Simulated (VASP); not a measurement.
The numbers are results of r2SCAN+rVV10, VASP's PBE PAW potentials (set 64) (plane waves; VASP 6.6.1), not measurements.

Input for VASP

**INCAR**
```
SYSTEM = Ti
PREC = Accurate
ENCUT = 400
EDIFF = 1E-6
NELM = 100
ALGO = Normal
LREAL = .FALSE.
LASPH = .TRUE.
ISMEAR = 1
SIGMA = 0.1
METAGGA = R2SCAN
LUSE_VDW = .TRUE.
BPARAM = 11.95
CPARAM = 0.0093
LMIXTAU = .TRUE.
LMAXMIX = 4
LWAVE = .FALSE.
LCHARG = .FALSE.
IBRION = 2
ISIF = 3
NSW = 60
EDIFFG = -0.01
```

File KPOINTS:
```
Automatic mesh
0
Gamma
14 14 14
0 0 0
```

POSCAR:
```
Ti
1.0
 -1.6215220949   1.6215220949   1.6215220949
  1.6215220949  -1.6215220949   1.6215220949
  1.6215220949   1.6215220949  -1.6215220949
Ti
1
Direct
  0.0000000000   0.0000000000   0.0000000000
```

POTCAR, in this order: Ti_sv (PBE.64 set). Program: vasp_std.

The run wrote:

**OSZICAR**
```
       N       E                     dE             d eps       ncg     rms          rms(c)
DAV:   1     0.626815140838E+02    0.62682E+02   -0.60710E+03  2090   0.125E+03
DAV:   2    -0.127966288294E+02   -0.75478E+02   -0.74113E+02  2142   0.298E+02
DAV:   3    -0.167343869575E+02   -0.39378E+01   -0.38790E+01  2758   0.710E+01
DAV:   4    -0.168808895848E+02   -0.14650E+00   -0.14557E+00  2482   0.110E+01
DAV:   5    -0.168848419179E+02   -0.39523E-02   -0.39503E-02  2640   0.149E+00    0.103E+01
DAV:   6    -0.123804922602E+02    0.45043E+01   -0.12035E+01  2522   0.524E+01    0.119E+00
DAV:   7    -0.127343765726E+02   -0.35388E+00   -0.21357E+00  2466   0.164E+01    0.219E+00
DAV:   8    -0.128137550781E+02   -0.79379E-01   -0.43681E-02  2244   0.242E+00    0.255E+00
DAV:   9    -0.125357336588E+02    0.27802E+00   -0.98395E-01  2598   0.146E+01    0.101E+00
DAV:  10    -0.125279060219E+02    0.78276E-02   -0.81069E-02  2134   0.453E+00    0.226E-01
DAV:  11    -0.125305478533E+02   -0.26418E-02   -0.57003E-03  2496   0.994E-01    0.966E-02
DAV:  12    -0.125295402788E+02    0.10076E-02   -0.12196E-03  2088   0.508E-01    0.616E-02
DAV:  13    -0.125298636880E+02   -0.32341E-03   -0.40496E-04  3106   0.166E-01    0.231E-02
DAV:  14    -0.125298550827E+02    0.86053E-05   -0.33976E-05  2218   0.801E-02    0.217E-02
DAV:  15    -0.125298524876E+02    0.25951E-05   -0.42756E-06  2124   0.364E-02    0.185E-02
DAV:  16    -0.125298400595E+02    0.12428E-04   -0.14832E-05  2184   0.491E-02    0.367E-03
DAV:  17    -0.125298380039E+02    0.20555E-05   -0.14488E-06  1892   0.119E-02    0.149E-03
DAV:  18    -0.125298378319E+02    0.17209E-06   -0.38653E-07  1052   0.725E-03
   1 F= -.12529838E+02 E0= -.12529838E+02  d E =-.125298E+02
       N       E                     dE             d eps       ncg     rms          rms(c)
DAV:   1    -0.125302404346E+02   -0.40243E-03   -0.94460E-03  2098   0.160E+00    0.174E-01
DAV:   2    -0.125298202765E+02    0.42016E-03   -0.15759E-03  2138   0.580E-01    0.399E-02
DAV:   3    -0.125298083721E+02    0.11904E-04   -0.15762E-04  2718   0.109E-01    0.112E-02
DAV:   4    -0.125298154475E+02   -0.70755E-05   -0.12219E-05  2084   0.464E-02    0.855E-03
DAV:   5    -0.125298330311E+02   -0.17584E-04   -0.73214E-05  2786   0.763E-02    0.114E-02
DAV:   6    -0.125298317573E+02    0.12738E-05   -0.90344E-07  1430   0.880E-03    0.120E-02
DAV:   7    -0.125298265822E+02    0.51751E-05   -0.75126E-06  2748   0.366E-02    0.552E-03
DAV:   8    -0.125298308520E+02   -0.42698E-05   -0.19697E-06  1680   0.124E-02    0.220E-03
DAV:   9    -0.125298310474E+02   -0.19531E-06   -0.17437E-07  1040   0.415E-03
   2 F= -.12529831E+02 E0= -.12529824E+02  d E =0.678449E-05
       N       E                     dE             d eps       ncg     rms          rms(c)
DAV:   1    -0.125300672122E+02   -0.23636E-03   -0.52348E-03  2098   0.119E+00    0.131E-01
DAV:   2    -0.125298311550E+02    0.23606E-03   -0.87411E-04  2144   0.430E-01    0.304E-02
DAV:   3    -0.125298322689E+02   -0.11140E-05   -0.84317E-05  2718   0.811E-02    0.824E-03
DAV:   4    -0.125298373334E+02   -0.50645E-05   -0.69285E-06  2082   0.348E-02    0.625E-03
DAV:   5    -0.125298410889E+02   -0.37555E-05   -0.38264E-05  2812   0.555E-02    0.821E-03
DAV:   6    -0.125298429982E+02   -0.19093E-05   -0.41857E-07  1308   0.617E-03    0.848E-03
DAV:   7    -0.125298419145E+02    0.10837E-05   -0.29211E-06  2200   0.225E-02    0.575E-03
DAV:   8    -0.125298402548E+02    0.16598E-05   -0.10097E-06  1422   0.853E-03    0.219E-03
DAV:   9    -0.125298401534E+02    0.10136E-06   -0.20559E-07  1040   0.433E-03
   3 F= -.12529840E+02 E0= -.12529838E+02  d E =-.232155E-05
```

**OUTCAR**
```
------------------------ aborting loop because EDIFF is reached ----------------------------------------
  FORCE on cell =-STRESS in cart. coord.  units (eV):
  Direction    XX          YY          ZZ          XY          YZ          ZX
  --------------------------------------------------------------------------------------
  Total        0.0011163      0.0011163      0.0011163     -0.0000000     -0.0000000     -0.0000000
  in kB        0.1049191      0.1049191      0.1049191     -0.0000000     -0.0000000     -0.0000000
  external PRESSURE =       0.1049191 kB  Pullay stress =       0.0000000 kB
  volume of cell :       17.05
      direct lattice vectors                 reciprocal lattice vectors
    -1.621307427  1.621307427  1.621307427     0.000000000  0.308393086  0.308393086
     1.621307427 -1.621307427  1.621307427     0.308393086  0.000000000  0.308393086
     1.621307427  1.621307427 -1.621307427     0.308393086  0.308393086  0.000000000
 POSITION                                       TOTAL-FORCE (eV/Angst)
 -----------------------------------------------------------------------------------
      0.00000      0.00000      0.00000         0.000000     -0.000000      0.000000
 -----------------------------------------------------------------------------------
    total drift:                               -0.000000     -0.000000      0.000000
  FREE ENERGIE OF THE ION-ELECTRON SYSTEM (eV)
  ---------------------------------------------------
  free  energy   TOTEN  =       -12.5298401534 eV

  energy  without entropy=      -12.5298346781  energy(sigma->0) =      -12.52983833

 reached required accuracy - stopping structural energy minimisation
```
(Selected blocks of OUTCAR.)

CONTCAR:
```
Ti
   1.00000000000000
    -1.6213074266266121    1.6213074266266121    1.6213074266266121
     1.6213074266266121   -1.6213074266266121    1.6213074266266121
     1.6213074266266121    1.6213074266266121   -1.6213074266266121
  Ti
     1
Direct
     0.0000000000000000    0.0000000000000000    0.0000000000000000
```

The structure comes from a measured Ti entry (Im-3m) of the Crystallography Open Database, whose conditions weren't checked. This run relaxes it. Symmetry was kept, so distortions that lower it aren't found. The start is the result of an earlier pass.
